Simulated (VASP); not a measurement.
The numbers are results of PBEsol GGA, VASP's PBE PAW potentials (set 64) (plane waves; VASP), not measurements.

VASP ran on this input.

### INCAR
```
LWAVE  =  .FALSE.
SYSTEM  =  NaF
PREC  =  Accurate
ENCUT  =  520
ALGO  =  Normal   ! blocked Davidson
LASPH  =  .TRUE.   ! aspherical one-centre terms
ISIF  =  2   ! forces and stress, cell fixed
LREAL  =  .FALSE.   ! projection in real space or not
ISMEAR  =  -5   ! tetrahedra, Bloechl
LORBIT  =  11
NELM  =  100   ! most electronic steps
NEDOS  =  601
EDIFF  =  1E-7
GGA  =  PS   ! PBEsol
LCHARG  =  .TRUE.
```

File KPOINTS:
```
Automatic mesh
0
Gamma
 11 11 11
```

POSCAR:
```
NaF
1
    0.0000000000     2.3150000000     2.3150000000
    2.3150000000     0.0000000000     2.3150000000
    2.3150000000     2.3150000000     0.0000000000
Na F
1 1
Direct
  0.0000000000   0.0000000000   0.0000000000
  0.5000000000   0.5000000000   0.5000000000
```

POTCAR, in this order: Na_pv F (PBE.64 set). Program: vasp_std.

The resulting files:

OSZICAR:
```
       N       E                     dE             d eps       ncg     rms          rms(c)
DAV:   1     0.109182784865E+03    0.10918E+03   -0.81468E+03  1255   0.154E+03
DAV:   2    -0.295477619721E+01   -0.11214E+03   -0.10490E+03  1305   0.365E+02
DAV:   3    -0.947118530959E+01   -0.65164E+01   -0.64956E+01  1421   0.891E+01
DAV:   4    -0.953776855254E+01   -0.66583E-01   -0.66573E-01  1349   0.959E+00
DAV:   5    -0.953851784875E+01   -0.74930E-03   -0.74929E-03  1418   0.103E+00    0.491E+00
DAV:   6    -0.878437487931E+01    0.75414E+00   -0.32319E+00  1477   0.184E+01    0.182E+00
DAV:   7    -0.876945753229E+01    0.14917E-01   -0.29506E-02  1256   0.263E+00    0.102E+00
DAV:   8    -0.876816659116E+01    0.12909E-02   -0.24880E-02  1244   0.433E+00    0.123E-01
DAV:   9    -0.876881063202E+01   -0.64404E-03   -0.39671E-03  1427   0.723E-01    0.849E-02
DAV:  10    -0.876871722679E+01    0.93405E-04   -0.70114E-04  1274   0.361E-01    0.117E-02
DAV:  11    -0.876872017856E+01   -0.29518E-05   -0.32688E-05  1373   0.148E-01    0.450E-03
DAV:  12    -0.876872048851E+01   -0.30995E-06   -0.42368E-06  1377   0.336E-02    0.251E-03
DAV:  13    -0.876872043665E+01    0.51858E-07   -0.50825E-07  1322   0.795E-03
   1 F= -.87687204E+01 E0= -.87687204E+01  d E =0.000000E+00
```

### OUTCAR
```
------------------------ aborting loop because EDIFF is reached ----------------------------------------
  FORCE on cell =-STRESS in cart. coord.  units (eV):
  Direction    XX          YY          ZZ          XY          YZ          ZX
  --------------------------------------------------------------------------------------
  Total       -0.0072439     -0.0072439     -0.0072439      0.0000000      0.0000000     -0.0000000
  in kB       -0.4677375     -0.4677375     -0.4677375      0.0000000      0.0000000     -0.0000000
  external PRESSURE =      -0.4677375 kB  Pullay stress =       0.0000000 kB
  volume of cell :       24.81
      direct lattice vectors                 reciprocal lattice vectors
     0.000000000  2.315000000  2.315000000    -0.215982721  0.215982721  0.215982721
     2.315000000  0.000000000  2.315000000     0.215982721 -0.215982721  0.215982721
     2.315000000  2.315000000  0.000000000     0.215982721  0.215982721 -0.215982721
  FREE ENERGIE OF THE ION-ELECTRON SYSTEM (eV)
  ---------------------------------------------------
  free  energy   TOTEN  =        -8.7687204367 eV

  energy  without entropy=       -8.7687204367  energy(sigma->0) =       -8.76872044

 total charge

# of ion       s       p       d       tot
------------------------------------------
    1        0.051   5.997   0.000   6.048
    2        1.726   4.369   0.000   6.095
--------------------------------------------------
tot          1.777  10.365   0.000  12.142
```
(Selected blocks of OUTCAR.)

The compound is NaF in the rock salt structure. The cell was not relaxed at this level.
